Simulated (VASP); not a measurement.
Output of a VASP run:

File OSZICAR:
```
...
DAV:  18    -0.311045349940E+03   -0.54521E-04   -0.10773E-04  1756   0.470E-02    0.676E-02
DAV:  19    -0.311045350418E+03   -0.47801E-06   -0.18033E-06  1438   0.716E-03
   1 F= -.31104535E+03 E0= -.31104569E+03  d E =-.311045E+03
       N       E                     dE             d eps       ncg     rms          rms(c)
DAV:   1    -0.311121451806E+03   -0.76102E-01   -0.14585E+00  1654   0.773E+00    0.165E+00
DAV:   2    -0.311051514570E+03    0.69937E-01   -0.27974E-01  1648   0.281E+00    0.638E-01
DAV:   3    -0.311046252112E+03    0.52625E-02   -0.47760E-02  1683   0.111E+00    0.565E-01
DAV:   4    -0.311044371936E+03    0.18802E-02   -0.14672E-02  1654   0.569E-01    0.367E-01
DAV:   5    -0.311044042100E+03    0.32984E-03   -0.18310E-03  1691   0.246E-01    0.245E-01
DAV:   6    -0.311043753336E+03    0.28876E-03   -0.59004E-04  1659   0.120E-01    0.435E-02
DAV:   7    -0.311044018935E+03   -0.26560E-03   -0.22065E-04  1666   0.741E-02    0.105E-02
DAV:   8    -0.311044024741E+03   -0.58065E-05   -0.17928E-05  1700   0.214E-02    0.623E-03
DAV:   9    -0.311044030287E+03   -0.55460E-05   -0.10152E-05  1645   0.176E-02    0.184E-03
DAV:  10    -0.311044032111E+03   -0.18238E-05   -0.32806E-06  1515   0.107E-02    0.894E-04
DAV:  11    -0.311044033183E+03   -0.10719E-05   -0.21119E-07   853   0.283E-03    0.353E-04
DAV:  12    -0.311044032770E+03    0.41231E-06   -0.38988E-08   858   0.110E-03
   2 F= -.31104403E+03 E0= -.31104422E+03  d E =0.131765E-02
       N       E                     dE             d eps       ncg     rms          rms(c)
DAV:   1    -0.311081613552E+03   -0.37580E-01   -0.68824E-01  1654   0.529E+00    0.113E+00
DAV:   2    -0.311049195781E+03    0.32418E-01   -0.13021E-01  1648   0.192E+00    0.418E-01
DAV:   3    -0.311046635182E+03    0.25606E-02   -0.23242E-02  1682   0.778E-01    0.373E-01
DAV:   4    -0.311045774493E+03    0.86069E-03   -0.73151E-03  1662   0.393E-01    0.234E-01
DAV:   5    -0.311045634616E+03    0.13988E-03   -0.83916E-04  1712   0.165E-01    0.158E-01
DAV:   6    -0.311045540096E+03    0.94520E-04   -0.26157E-04  1667   0.797E-02    0.282E-02
DAV:   7    -0.311045649991E+03   -0.10990E-03   -0.10066E-04  1664   0.504E-02    0.723E-03
DAV:   8    -0.311045652416E+03   -0.24254E-05   -0.86431E-06  1627   0.145E-02    0.420E-03
DAV:   9    -0.311045646805E+03    0.56113E-05   -0.47503E-06  1538   0.122E-02    0.163E-03
DAV:  10    -0.311045651336E+03   -0.45312E-05   -0.13820E-06  1057   0.699E-03    0.447E-04
DAV:  11    -0.311045650778E+03    0.55765E-06   -0.85959E-08   858   0.148E-03
   3 F= -.31104565E+03 E0= -.31104594E+03  d E =-.300360E-03
       N       E                     dE             d eps       ncg     rms          rms(c)
DAV:   1    -0.311046897493E+03   -0.12462E-02   -0.53745E-02  1647   0.128E+00    0.158E-01
DAV:   2    -0.311046081070E+03    0.81642E-03   -0.25945E-03  1708   0.295E-01    0.116E-01
DAV:   3    -0.311045986694E+03    0.94376E-04   -0.12787E-03  1672   0.156E-01    0.655E-02
DAV:   4    -0.311045902256E+03    0.84437E-04   -0.29914E-04  1717   0.964E-02    0.200E-02
DAV:   5    -0.311045910254E+03   -0.79971E-05   -0.41635E-05  1792   0.323E-02    0.105E-02
DAV:   6    -0.311045902804E+03    0.74500E-05   -0.12903E-05  1677   0.185E-02    0.359E-03
DAV:   7    -0.311045911334E+03   -0.85304E-05   -0.60145E-06  1512   0.120E-02    0.135E-03
DAV:   8    -0.311045910786E+03    0.54760E-06   -0.26020E-07   867   0.260E-03
   4 F= -.31104591E+03 E0= -.31104617E+03  d E =-.260008E-03
```

**OUTCAR**
```
------------------------ aborting loop because EDIFF is reached ----------------------------------------
  FORCE on cell =-STRESS in cart. coord.  units (eV):
  Direction    XX          YY          ZZ          XY          YZ          ZX
  --------------------------------------------------------------------------------------
  Total        0.0550918      0.0550918     -0.1122174     -0.0000000     -0.0000000     -0.0000000
  in kB        0.6134164      0.6134162     -1.2494780     -0.0000000     -0.0000000     -0.0000000
  external PRESSURE =      -0.0075485 kB  Pullay stress =       0.0000000 kB
  volume of cell :      143.89
      direct lattice vectors                 reciprocal lattice vectors
     6.465869432 -0.000000000  0.000000000     0.154658242  0.089291987 -0.000000000
    -3.232934716  5.599606602 -0.000000000     0.000000000  0.178583974 -0.000000000
    -0.000000000  0.000000000  3.974273615    -0.000000000  0.000000000  0.251618307
 POSITION                                       TOTAL-FORCE (eV/Angst)
 -----------------------------------------------------------------------------------
      3.23293     -0.00000      0.00000        -0.000000     -0.000000      0.000000
      1.61647      2.79980      0.00000        -0.000000     -0.000000      0.000000
      4.84940      2.79980      0.00000        -0.000000     -0.000000      0.000000
      6.46587     -0.00000      0.00000        -0.000000     -0.000000      0.000000
     -0.00000      3.73307      1.98714         0.000000     -0.000000     -0.000000
      3.23294      1.86653      1.98714         0.000000      0.000000      0.000000
 -----------------------------------------------------------------------------------
    total drift:                                0.000000     -0.000000     -0.000000
  FREE ENERGIE OF THE ION-ELECTRON SYSTEM (eV)
  ---------------------------------------------------
  free  energy   TOTEN  =      -311.0459107863 eV

  energy  without entropy=     -311.0466777818  energy(sigma->0) =     -311.04616645

 reached required accuracy - stopping structural energy minimisation
```
(Selected blocks of OUTCAR.)

**POSCAR**
```
TlPt
1
    6.4540062927     0.0000000000     0.0000000000
   -3.2270031464     5.5893328253    -0.0000000000
    0.0000000000     0.0000000000     3.9765583711
Tl Pt
3 3
Direct
  0.5000000000   0.0000000000   0.0000000000
  0.5000000000   0.5000000000   0.0000000000
  0.0000000000   0.5000000000   0.0000000000
  0.0000000000   0.0000000000   0.0000000000
  0.3333330000   0.6666670000   0.5000000000
  0.6666670000   0.3333330000   0.5000000000
```

**Question.** Write an INCAR and KPOINTS that could have produced this output.

**Answer.** One answer among several that fit: the input of the run itself, r2SCAN meta-GGA, plane waves, VASP's PBE PAW potentials (set 64).

**KPOINTS**
```
Automatic
0
G
5 5 7
```

**INCAR**
```
SYSTEM = TlPt
PREC = Accurate
ENCUT = 400
EDIFF = 1E-6
NELM = 100
ALGO = Normal
LREAL = .FALSE.
LASPH = .TRUE.
ISMEAR = 1
SIGMA = 0.1
METAGGA = R2SCAN
LMIXTAU = .TRUE.
LMAXMIX = 6
LWAVE = .FALSE.
LCHARG = .FALSE.
IBRION = 2
ISIF = 3
NSW = 60
EDIFFG = -0.02
```

POTCAR, in this order: Tl_d Pt (PBE.64 set). Program: vasp_std.

The structure comes from a measured TlPt entry (P6/mmm) of the Crystallography Open Database, whose conditions weren't checked. This run relaxes it. Symmetry was kept, so distortions that lower it aren't found. The start is the result of an earlier pass. The electron count is odd and the run is not spin-polarised, which forces a metal.
